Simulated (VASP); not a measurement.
VASP input:

File KPOINTS:
```
Automatic mesh
0
Gamma
5 5 5
0 0 0
```

INCAR:
```
! general
SYSTEM  = FeRuO3
PREC    = Accurate
ENCUT   = 400
LREAL   = .False.
LASPH   = .True.

! electronic loop
EDIFF   = 1E-6
NELM    = 100
ALGO    = Normal
LMAXMIX = 4

! smearing
ISMEAR  = 0
SIGMA   = 0.2

! spin
ISPIN   = 2
MAGMOM  = 4.0 4*0.0

! ions
ISIF    = 2

! output
LWAVE   = .False.
LCHARG  = .False.
LORBIT  = 11
```

### POSCAR
```
FeRuO3
1
    3.6394680000     0.0000000000     0.0000000000
    0.0000000000     3.6394680000     0.0000000000
    0.0000000000     0.0000000000     3.6394680000
Fe Ru O
1 1 3
Direct
  0.0000000000   0.0000000000   0.0000000000
  0.5000000000   0.5000000000   0.5000000000
  0.0000000000   0.5000000000   0.5000000000
  0.5000000000   0.5000000000   0.0000000000
  0.5000000000   0.0000000000   0.5000000000
```

POTCAR, in this order: Fe Ru_pv O (LDA.64 set). Program: vasp_std.

Task: Write an equivalent input for Quantum ESPRESSO's pw.x.

Result: One equivalent input (not run):
```
&CONTROL
  calculation = 'scf'
  pseudo_dir = './pseudo'
  outdir = './out'
  tprnfor = .true.
  tstress = .true.
/
&SYSTEM
  ibrav = 0
  nat = 5
  ntyp = 3
  ecutwfc = 90
  occupations = 'smearing'
  smearing = 'gaussian'
  degauss = 0.0147
  input_dft = 'pz'
  nspin = 2
  starting_magnetization(1) = 0.4
/
&ELECTRONS
  conv_thr = 7.3e-08
  electron_maxstep = 100
/
ATOMIC_SPECIES
  Fe 55.845 Fe.upf
  Ru 101.070 Ru.upf
  O 15.999 O.upf
CELL_PARAMETERS angstrom
     3.6394680    0.0000000    0.0000000
     0.0000000    3.6394680    0.0000000
     0.0000000    0.0000000    3.6394680
ATOMIC_POSITIONS crystal
  Fe   0.0000000  0.0000000  0.0000000
  Ru   0.5000000  0.5000000  0.5000000
  O    0.0000000  0.5000000  0.5000000
  O    0.5000000  0.5000000  0.0000000
  O    0.5000000  0.0000000  0.5000000
K_POINTS automatic
  5 5 5 0 0 0
```
What does not carry over: the potentials are each code's own (VASP's PAW set, PseudoDojo norm-conserving files in pw.x), so ENCUT and ecutwfc are chosen apart and not converted; conv_thr bounds pw.x's estimated SCF error, while EDIFF bounds the energy change between steps; starting_magnetization is a fraction of the valence charge and MAGMOM a moment in μB, so they match only roughly.

The structure was generated: FeRuO3 was put into an ordered model structure, which need not be its known phase. The cell was not relaxed at this level. The k-mesh is coarse (spacing up to 0.35 per Å, 2π included), so the numbers may not be converged in it. The run is one of a series of settings (GGA removed, POTCAR Fe Ru_pv O (LDA.64 set) against the base run), some of them coarse on purpose.
